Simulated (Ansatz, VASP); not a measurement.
# Cross-check of AlCo between VASP and Ansatz, part 2 of 2

Aim: how closely do two programs agree when they are given the same cell, functional and k mesh? The cell is taken from a series of runs on this material, whose earlier steps may have relaxed, scaled, displaced or heated it; both programs get it as it stands.

VASP 6.6.1 and Ansatz 0.2.0.

So far: Set-up; VASP: zone-centre phonons, LDA, pair 1; Ansatz: zone-centre phonons, LDA, pair 1; Differences.

### 5. Ansatz: zone-centre phonons, LDA, pair 2

Level of this step: Ansatz beside VASP: Kohn-Sham DFT, plane waves, LDA (Ansatz).

Second derivatives magnify differences that forces hide, and they need a tight electronic threshold. The cell compared in this pair holds 22.67 Å³, against 22.23 Å³ for the pair before.

The cell is taken from a series of runs on this material, whose earlier steps may have relaxed, scaled, displaced or heated it; both programs get it as it stands.

File input.yaml:

```yaml
crystal:
  lattice:
    - [2.8300928111, 0.0, 0.0]
    - [0.0, 2.8300928111, 0.0]
    - [0.0, 0.0, 2.8300928111]
  atoms:
    - { symbol: Al, position: [0.0, 0.0, 0.0] }
    - { symbol: Co, position: [0.5, 0.5, 0.5] }
kpoints:
  mp_grid: { grid: [16, 16, 16] }
hamiltonian:
  xc: lda
  pseudopotentials: { kind: paw, azcp: { folder: soft_1 }, xc_functional: pbe }
scf:
  occupations: { method: methfessel_paxton, width: 0.2 }
output:
  eigenvalues: true
phonons:
  method: dfpt
```

The run is started by

```sh
$ ansatz run input.yaml --threads 4 --pin off --max-ram 10240MiB --backend cpu --events-out ev --progress --plain --runs-dir out
```

Numbers of over 12 decimals in the logs are rounded to 6 here.

What it wrote:

```text
[...]
Crystal: 2 atoms, lattice volume = 22.667 Å³
Basis set: ecut = 420 eV, 461 PW (Γ), exchange–correlation on 40×40×40 points (8 copies of the dense FFT grid, shifted against one another)
Bands: 14, of which v1, the nominal top of the filled ones, is band 10 counted from 1 (9 counted from 0)
Symmetry: 48 space group operations
k-points: 405 of 4096 (irreducible under 8 space group operations, time reversal used)
[...]
k-point 2: bands = [... 6 lower, 11.4843, 13.5106, 13.5106, 13.6857, 18.4557, 20.9345, 20.9345, 23.3151]
  k-point 404: bands = [... 6 lower, 10.4816, 14.2606, 14.2606, 16.8842, 16.8842, 16.8842, 18.6965, 20.0195]
[...]
ASR residual: 4.958e-5 → 0.000e0 eV/Å²; symmetrization residual: 8.602e-7 eV/Å²
  ASR residual per site (eV/Å²): 1.41e-6 4.96e-5
  Γ frequencies (cm⁻¹): 0.00 0.00 0.00 321.49 321.49 321.49
[...]
[key lines of the parts left out:]
SCF converged after 8 iterations
Free energy (F): -5576.980004 eV
Fermi energy:    14.503616 eV
```

### 6. VASP: zone-centre phonons, LDA, pair 2

The same cell, functional (in two slightly different forms), mesh and smearing now go to VASP, with its own data sets.

File INCAR:

```
SYSTEM = AlCo
PREC = Accurate
ENCUT = 600
EDIFF = 1E-08
NELM = 120
ISMEAR = 1
SIGMA = 0.2
LREAL = .FALSE.
ALGO = Normal
GGA = PW92
NBANDS = 12
LASPH = .TRUE.
LORBIT = 11
LWAVE = .FALSE.
LCHARG = .FALSE.
ISIF = 2
IBRION = 8
GGA_COMPAT = .FALSE.
KPAR = 2
```

File POSCAR:

```
AlCo
1.0
    2.8300928111      0.0000000000      0.0000000000
    0.0000000000      2.8300928111      0.0000000000
    0.0000000000      0.0000000000      2.8300928111
Al Co
1 1
Direct
    0.0000000000      0.0000000000      0.0000000000
    0.5000000000      0.5000000000      0.5000000000
```

File KPOINTS:

```
Automatic mesh
0
Gamma
16 16 16
0 0 0
```

Potentials, in the order of the species: Al and Co (LDA family, release 64).

The run is started by

```sh
$ mpirun -np 2 vasp_std
```

What it wrote:

```text
[banner, memory and clock lines left out]
running    2 mpi-ranks, on    1 nodes
[...]
[... a notice as in an earlier step ...]

 LDA part: xc-table for (Slater(with rela. corr.)+PW92), standard interpolation
 POSCAR, INCAR and KPOINTS ok, starting setup
[...]
entering main loop
       N       E                     dE             d eps       ncg     rms          rms(c)
DAV:   1     0.401641036380E+02    0.40164E+02   -0.59136E+03  3984   0.120E+03
DAV:   2    -0.134437482098E+02   -0.53608E+02   -0.49582E+02  4032   0.195E+02
DAV:   3    -0.152815304971E+02   -0.18378E+01   -0.18191E+01  4740   0.427E+01
DAV:   4    -0.153084783538E+02   -0.26948E-01   -0.26938E-01  4448   0.461E+00
[...]
DAV:  12    -0.136805082816E+02    0.11417E-05   -0.79557E-07  4668   0.633E-03    0.563E-03
DAV:  13    -0.136805082171E+02    0.64529E-07   -0.18200E-07  4664   0.331E-03    0.101E-03
DAV:  14    -0.136805082162E+02    0.95895E-09   -0.39355E-09  2660   0.631E-04
   1 F= -.13680508E+02 E0= -.13681009E+02  d E =0.150373E-02
[...]
RMM:   9    -0.570815538820E-02   -0.15360E-06    0.18439E-10 17465   0.182E-04    0.104E-05
RMM:  10    -0.570814083586E-02    0.14552E-07   -0.22379E-10 17085   0.466E-05    0.188E-05
RMM:  11    -0.570814517175E-02   -0.43359E-08    0.85826E-11 17138   0.166E-05    0.217E-06
 first order change of Fermi-energy   0.41307E-04
 force on displaced ion       1 direction 1 :  -7.111   0.000   0.000
 Linear response progress:
  Degree of freedom:   2/  2
       N       E                     dE             d eps       ncg     rms          rms(c)
RMM:   1    -0.169501167003E+00   -0.16950E+00   -0.10590E-01 14550   0.261E+00
RMM:   2    -0.169214813826E+00    0.28635E-03   -0.27797E-03 14535   0.551E-01    0.160E-01
RMM:   3    -0.169168020559E+00    0.46793E-04   -0.19695E-04 15314   0.115E-01    0.955E-02
RMM:   4    -0.169511999644E+00   -0.34398E-03   -0.18083E-04 16230   0.998E-02    0.749E-03
[...]
RMM:  10    -0.169458298385E+00    0.34060E-07   -0.11111E-09 16855   0.868E-05    0.159E-05
RMM:  11    -0.169458319104E+00   -0.20720E-07   -0.11437E-09 16036   0.528E-05    0.167E-06
RMM:  12    -0.169458322246E+00   -0.31413E-08   -0.11193E-09 18170   0.305E-05    0.103E-06
 first order change of Fermi-energy   0.29811E-02
 force on displaced ion       2 direction 1 :  -7.112  -0.000  -0.000
 Linear response finished
```

Parts of OUTCAR (step 6):

```text
  Total       -1.0396811     -1.0396811     -1.0396811      0.0000000      0.0000000     -0.0000000
  in kB      -73.4866921    -73.4866921    -73.4866921      0.0000000      0.0000000     -0.0000000
  external PRESSURE =     -73.4866921 kB  Pullay stress =       0.0000000 kB

 POSITION                                       TOTAL-FORCE (eV/Angst)
 -----------------------------------------------------------------------------------
      0.00000      0.00000      0.00000         0.000000      0.000000      0.000000
      1.41505      1.41505      1.41505         0.000000      0.000000      0.000000
 -----------------------------------------------------------------------------------
    total drift:                                0.000000     -0.000000     -0.000000

[... 1 part as in an earlier step ...]

[... 1 further part left out ...]
```

### 7. Side by side

What differs besides the data sets and the points named for the pairs above, as far as they apply: the data sets hold 20 valence electrons in Ansatz (on its PAW soft_1 files) and 12 in VASP. Total energies have different zeros and are not compared.

Compared:

```csv
quantity,Ansatz,VASP,difference
optical mode 1 to 3 (cm⁻¹),321.5,323.2,-0.54 %
```

Modes are paired by rising frequency, not by their patterns, so a pair may set unlike modes beside each other; they are those without the splitting of longitudinal modes.

### 8. Summary of results

```
r.m.s. difference of the optical zone-centre modes, each program's sorted by frequency (zone-centre phonons, LDA, pair 1) : 1.7 cm⁻¹
difference in optical mode 1 to 3 (zone-centre phonons, LDA, pair 1)                                                      : -0.5 %
r.m.s. difference of the optical zone-centre modes, each program's sorted by frequency (zone-centre phonons, LDA, pair 2) : 1.7 cm⁻¹
difference in optical mode 1 to 3 (zone-centre phonons, LDA, pair 2)                                                      : -0.5 %
```

The r.m.s. difference of the optical zone-centre modes, each program's sorted by frequency is 1.7 cm⁻¹ (zone-centre phonons, LDA, pair 1). The data sets hold unlike numbers of valence electrons (20 in Ansatz and 12 in VASP), so part of the differences comes from the potentials. Among the rows given in per cent, the largest difference of the zone-centre phonons, LDA, pair 1 pair is in optical mode 1 to 3, -0.5 %. Among the rows given in per cent, the largest difference of the zone-centre phonons, LDA, pair 2 pair is in optical mode 1 to 3, -0.5 %. How closely two codes agree says nothing of how well the functional describes the real material.

[Lines on the potential files, build, host, timing and source positions are cut from VASP's logs without a mark.]

[Logs are printed without paths, hosts, clocks, repeated set-up lines and the standing remarks that a program may print on its own settings, such as how far it seeks lower states.]

[Hosts, paths, dates, database ids (printed as entryN), source tags and the programs' standing remarks are cut or masked in the printed files.]
